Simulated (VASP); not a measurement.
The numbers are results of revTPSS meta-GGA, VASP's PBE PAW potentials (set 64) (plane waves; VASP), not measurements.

VASP input:

**INCAR**
```
ALGO=Normal
EDIFF=1E-7
ENCUT=520
ISIF=2
ISMEAR=0
LASPH=T
LCHARG=F
LMAXMIX=4
LMIXTAU=T
LREAL=F
LWAVE=F
METAGGA=RTPSS
NELM=100
PREC=Accurate
SIGMA=0.05
SYSTEM=KBr
```

**POSCAR**
```
KBr
1
    0.0000000000     3.4115880907     3.4115880907
    3.4115880907     0.0000000000     3.4115880907
    3.4115880907     3.4115880907     0.0000000000
K Br
1 1
Direct
  0.0000000000   0.0000000000   0.0000000000
  0.5000000000   0.5000000000   0.5000000000
```

KPOINTS:
```
K-points
0
Gamma
7 7 7
```

POTCAR, in this order: K_sv Br (PBE.64 set). Program: vasp_std.

What VASP printed:

File OUTCAR:
```
 ion  position               nearest neighbor table
   1  0.000  0.000  0.000-
   2  0.500  0.500  0.500-
  LATTYP: Found a face centered cubic cell.
 ALAT       =     6.8231761814
 Subroutine PRICEL returns:
 Original cell was already a primitive cell.
 Subroutine GETGRP returns: Found 48 space group operations
The static configuration has the point symmetry O_h .
The dynamic configuration has the point symmetry O_h .
 Subroutine INISYM returns: Found 48 space group operations
 Subroutine IBZKPT returns following result:
 Found     20 irreducible k-points:

 Following reciprocal coordinates:
            Coordinates               Weight
  0.000000  0.000000  0.000000      1.000000
  0.142857  0.000000  0.000000      8.000000
  0.285714  0.000000  0.000000      8.000000
  0.428571  0.000000  0.000000      8.000000
  0.142857  0.142857  0.000000      6.000000
  0.285714  0.142857  0.000000     24.000000
  0.428571  0.142857  0.000000     24.000000
 -0.428571  0.142857  0.000000     24.000000
 -0.285714  0.142857  0.000000     24.000000
 -0.142857  0.142857  0.000000     12.000000
  0.285714  0.285714  0.000000      6.000000
  0.428571  0.285714  0.000000     24.000000
 -0.428571  0.285714  0.000000     24.000000
 -0.285714  0.285714  0.000000     12.000000
  0.428571  0.428571  0.000000      6.000000
 -0.428571  0.428571  0.000000     12.000000
  0.428571  0.285714  0.142857     24.000000
 -0.428571  0.285714  0.142857     48.000000
 -0.428571  0.428571  0.142857     24.000000
 -0.285714  0.428571  0.142857     24.000000
   k-points           NKPTS =     20   k-points in BZ     NKDIM =     20   number of bands    NBANDS=     12
   number of dos      NEDOS =    301   number of ions     NIONS =      2
   total plane-waves  NPLWV =  46656
   dimension x,y,z NGX =    36 NGY =   36 NGZ =   36
...
```

OSZICAR:
```
       N       E                     dE             d eps       ncg     rms          rms(c)
DAV:   1     0.137391267917E+03    0.13739E+03   -0.72065E+03   480   0.140E+03
DAV:   2     0.136163627625E+02   -0.12377E+03   -0.11371E+03   772   0.358E+02
DAV:   3     0.354190709012E+01   -0.10074E+02   -0.99995E+01   648   0.925E+01
DAV:   4     0.294753913308E+01   -0.59437E+00   -0.59242E+00   840   0.265E+01
DAV:   5     0.293678110443E+01   -0.10758E-01   -0.10751E-01   660   0.281E+00    0.101E+02
DAV:   6     0.198973679053E+01   -0.94704E+00   -0.11282E+02   488   0.161E+02    0.388E+01
DAV:   7     0.106941045649E+01   -0.92033E+00   -0.20075E+00   596   0.111E+01    0.263E+01
DAV:   8     0.116751379803E+01    0.98103E-01   -0.15781E-01   600   0.486E+00    0.206E+01
DAV:   9     0.108576310822E+01   -0.81751E-01   -0.10236E-01   520   0.415E+00    0.727E+00
DAV:  10     0.104463039295E+01   -0.41133E-01   -0.49090E-02   524   0.248E+00    0.147E+00
DAV:  11     0.105236572540E+01    0.77353E-02   -0.73304E-02   724   0.376E+00    0.984E-01
DAV:  12     0.102349786862E+01   -0.28868E-01   -0.20803E-02   556   0.222E+00    0.355E-01
DAV:  13     0.102204839032E+01   -0.14495E-02   -0.69483E-03   732   0.855E-01    0.115E+00
DAV:  14     0.101953156009E+01   -0.25168E-02   -0.93047E-04   604   0.406E-01    0.618E-01
DAV:  15     0.101811232210E+01   -0.14192E-02   -0.41438E-04   552   0.312E-01    0.181E-01
DAV:  16     0.101812422144E+01    0.11899E-04   -0.63023E-05   624   0.113E-01    0.447E-02
DAV:  17     0.101806307964E+01   -0.61142E-04   -0.37184E-05   760   0.642E-02    0.399E-02
DAV:  18     0.101804294848E+01   -0.20131E-04   -0.25043E-05   864   0.505E-02    0.873E-03
DAV:  19     0.101803168535E+01   -0.11263E-04   -0.47947E-06   592   0.294E-02    0.838E-03
DAV:  20     0.101802983637E+01   -0.18490E-05   -0.87307E-07   768   0.114E-02    0.558E-03
DAV:  21     0.101802951032E+01   -0.32605E-06   -0.45709E-07   864   0.625E-03    0.362E-03
DAV:  22     0.101802926429E+01   -0.24603E-06   -0.72459E-08   408   0.304E-03    0.581E-04
DAV:  23     0.101802926276E+01   -0.15311E-08   -0.12069E-08   328   0.169E-03
   1 F= 0.10180293E+01 E0= 0.10180293E+01  d E =-.126479E-12
```

### OUTCAR
```
------------------------ aborting loop because EDIFF is reached ----------------------------------------
  FORCE on cell =-STRESS in cart. coord.  units (eV):
  Direction    XX          YY          ZZ          XY          YZ          ZX
  --------------------------------------------------------------------------------------
  Total       -0.3229238     -0.3229238     -0.3229238      0.0000000      0.0000000      0.0000000
  in kB       -6.5149468     -6.5149468     -6.5149468      0.0000000      0.0000000      0.0000000
  external PRESSURE =      -6.5149468 kB  Pullay stress =       0.0000000 kB
  volume of cell :       79.41
      direct lattice vectors                 reciprocal lattice vectors
     0.000000000  3.411588091  3.411588091    -0.146559311  0.146559311  0.146559311
     3.411588091  0.000000000  3.411588091     0.146559311 -0.146559311  0.146559311
     3.411588091  3.411588091  0.000000000     0.146559311  0.146559311 -0.146559311
  FREE ENERGIE OF THE ION-ELECTRON SYSTEM (eV)
  ---------------------------------------------------
  free  energy   TOTEN  =         1.0180292628 eV

  energy  without entropy=        1.0180292628  energy(sigma->0) =        1.01802926
```
(Selected blocks of OUTCAR.)

The compound is KBr in the rock salt structure. This cell is one point of a volume scan, at 1.06 of the reference volume.
